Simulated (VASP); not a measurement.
The system is TePb.

```
Te Pb
1.0
     0.00000    3.23100    3.23100
     3.23100    0.00000    3.23100
     3.23100    3.23100    0.00000
Te Pb
1 1
Direct
  0.50000 0.50000 0.50000
  0.00000 0.00000 0.00000
```

| Item | Value |
| --- | --- |
| Program | VASP 6.6.1 |
| Task | relaxation of cell and atoms |
| Functional | PBE |
| Potentials or basis | VASP PAW PBE potentials, release 64 (Te, Pb_d) |
| Cutoff | 600 eV |
| k mesh | 10 × 10 × 10 |
| Occupations | gaussian, width 0.03 eV |
| Spin | no spin polarisation |

At the start: pressure 2.1 GPa; volume 33.73 Å³/atom.

Task: Where does the relaxation end?

Result: Over 3 steps the energy falls by 10.6 meV/atom and the volume is 35.42 Å³/atom (+5.0 %); space group Fm-3m (No. 225, to 0.05 Å).

Step by step:
| step | energy change (eV) | largest force (eV/Å) | pressure (GPa) | volume (Å³) |
| --- | --- | --- | --- | --- |
| 1 | 0.0000 | 0.0000 | 2.09 | 67.46 |
| 2 | -0.0195 | 0.0000 | -0.55 | 71.86 |
| 3 | -0.0213 | 0.0000 | 0.00 | 70.83 |

Final structure:
```cif
data_structure
_symmetry_space_group_name_H-M 'P 1'
_symmetry_Int_Tables_number 1
_cell_length_a 4.6443
_cell_length_b 4.6443
_cell_length_c 4.6443
_cell_angle_alpha 60.000
_cell_angle_beta 60.000
_cell_angle_gamma 60.000
_cell_volume 70.83
loop_
_atom_site_label
_atom_site_type_symbol
_atom_site_fract_x
_atom_site_fract_y
_atom_site_fract_z
_atom_site_occupancy
Te1 Te 0.50000 0.50000 0.50000 1
Pb1 Pb 0.00000 0.00000 0.00000 1
```
